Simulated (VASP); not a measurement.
A cell of Ir (fcc) near equilibrium:

```yaml
crystal:
  lattice:
    - [0.00000, 1.92616, 1.92616]
    - [1.92616, 0.00000, 1.92616]
    - [1.92616, 1.92616, 0.00000]
  atoms:
    - { symbol: Ir, position: [0.00000, 0.00000, 0.00000] }
```

The numbers are results of r2SCAN meta-GGA, VASP's PBE PAW potentials (set 64) (plane waves; VASP), not measurements.

```tsv
run	ΔE (meV/atom)	σxx	σyy	σzz	largest shear component, with its sign (GPa)	largest force (eV/Å)
as it is	0.0	0.27	0.27	0.27	0.00	0.000
after one change	19.5	14.70	14.70	8.68	0.00	0.000
```
Stress is in GPa, positive when the cell is compressed.

Question: Which change was made?
A) uniaxial strain of -0.5 % along x
B) biaxial strain of -1.5 % in the xy plane
C) isotropic strain of -0.5 %
D) uniaxial strain of +1.5 % along z

Answer: B, biaxial strain of -1.5 % in the xy plane

The compound is Ir in the fcc structure.
